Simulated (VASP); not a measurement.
Calculation: PBEsol GGA, VASP's PBE PAW potentials (set 64) (plane waves; VASP 6.6.1).

Input for VASP

### INCAR
```
SYSTEM=In2Se3
PREC=Accurate; ENCUT=400; LREAL=F
LASPH=T
EDIFF=1E-7; NELM=100; ALGO=Normal
LMAXMIX=4
ISMEAR=-5
GGA=PS
ISIF=2
LWAVE=F; LCHARG=T; LORBIT=11
NEDOS=601
LEFG=T
```

**POSCAR**
```
In2Se3
1.0
  3.9494150000  -0.0017979486   0.0027601145
  1.9715499926   3.4244120699   0.0027697047
  0.0217956041   0.0307278381   9.4275923670
In Se
2 3
Cart
  1.9883562841   1.1637152782   7.5850675319
  3.9544043126   2.2896266812   1.8480546543
  0.0217956041   0.0307278381   9.4275923670
  1.9783320328   1.1463618835   3.1866594832
  3.9644285639   2.3069800759   6.2464627030
```

### KPOINTS
```
kpoints
0
G
10 10 4
```

POTCAR, in this order: In_d Se (PBE.64 set). Program: vasp_std.

The resulting files:

### OSZICAR
```
       N       E                     dE             d eps       ncg     rms          rms(c)
DAV:   1     0.354564614622E+03    0.35456E+03   -0.17742E+04 10608   0.156E+03
DAV:   2     0.232388965914E+02   -0.33133E+03   -0.32592E+03 10970   0.386E+02
DAV:   3    -0.187848633522E+02   -0.42024E+02   -0.41150E+02 13816   0.149E+02
DAV:   4    -0.205243945557E+02   -0.17395E+01   -0.17353E+01 12646   0.309E+01
DAV:   5    -0.205781213280E+02   -0.53727E-01   -0.53709E-01 15692   0.545E+00    0.735E+00
DAV:   6    -0.199270183906E+02    0.65110E+00   -0.15013E+00 14580   0.242E+01    0.432E+00
DAV:   7    -0.198882854920E+02    0.38733E-01   -0.61273E-01 16158   0.696E+00    0.119E+00
DAV:   8    -0.198825945973E+02    0.56909E-02   -0.69151E-02 16012   0.327E+00    0.745E-01
DAV:   9    -0.198825523791E+02    0.42218E-04   -0.53762E-03 12364   0.491E-01    0.146E-01
DAV:  10    -0.198826338245E+02   -0.81445E-04   -0.51477E-04 16562   0.253E-01    0.764E-02
DAV:  11    -0.198826178638E+02    0.15961E-04   -0.15152E-04 16450   0.116E-01    0.137E-02
DAV:  12    -0.198826298316E+02   -0.11968E-04   -0.13488E-05 15174   0.309E-02    0.799E-03
DAV:  13    -0.198826308572E+02   -0.10256E-05   -0.42947E-06 11414   0.128E-02    0.436E-03
DAV:  14    -0.198826309095E+02   -0.52361E-07   -0.37007E-07 12092   0.380E-03
   1 F= -.19882631E+02 E0= -.19882631E+02  d E =0.000000E+00
```

**OUTCAR**
```
------------------------ aborting loop because EDIFF is reached ----------------------------------------
  FORCE on cell =-STRESS in cart. coord.  units (eV):
  Direction    XX          YY          ZZ          XY          YZ          ZX
  --------------------------------------------------------------------------------------
  Total       -0.0500083     -0.0844004      0.1462864      0.0187416     -0.0317090     -0.0334851
  in kB       -0.6282325     -1.0602857      1.8377328      0.2354425     -0.3983471     -0.4206585
  external PRESSURE =       0.0497382 kB  Pullay stress =       0.0000000 kB
  volume of cell :      127.54
      direct lattice vectors                 reciprocal lattice vectors
     3.949415000 -0.001797949  0.002760114     0.253135787 -0.145738755 -0.000110210
     1.971549993  3.424412070  0.002769705     0.000133571  0.291944799 -0.000951860
     0.021795604  0.030727838  9.427592367    -0.000074150 -0.000043102  0.106071932
 POSITION                                       TOTAL-FORCE (eV/Angst)
 -----------------------------------------------------------------------------------
      1.98836      1.16372      7.58507         0.008183      0.009307     -0.033931
      3.95440      2.28963      1.84805        -0.008183     -0.009307      0.033931
      0.00000      0.00000      0.00000         0.000000     -0.000000     -0.000000
      1.97833      1.14636      3.18666         0.000600      0.001969     -0.042966
      3.96443      2.30698      6.24646        -0.000600     -0.001969      0.042966
 -----------------------------------------------------------------------------------
    total drift:                               -0.000000      0.000000     -0.000000
  FREE ENERGIE OF THE ION-ELECTRON SYSTEM (eV)
  ---------------------------------------------------
  free  energy   TOTEN  =       -19.8826309095 eV

  energy  without entropy=      -19.8826309095  energy(sigma->0) =      -19.88263091

 total charge

# of ion       s       p       d       tot
------------------------------------------
    1        0.783   0.615   9.923  11.321
    2        0.783   0.615   9.923  11.321
    3        1.471   2.326   0.021   3.819
    4        1.478   2.325   0.024   3.826
    5        1.478   2.325   0.024   3.826
--------------------------------------------------
tot          5.994   8.206  19.914  34.114
```
(Selected blocks of OUTCAR.)

Without a dispersion term in the relaxation, distances and binding between the weakly bound layers, chains or molecules are unreliable, and so is what depends on them. For a metal the tetrahedron method with Blöchl corrections gives inexact stress and forces.

The structure comes from a computed database's In2Se3 entry; how it stands against other phases isn't given here. It was relaxed first, which changed the volume by -6 %.
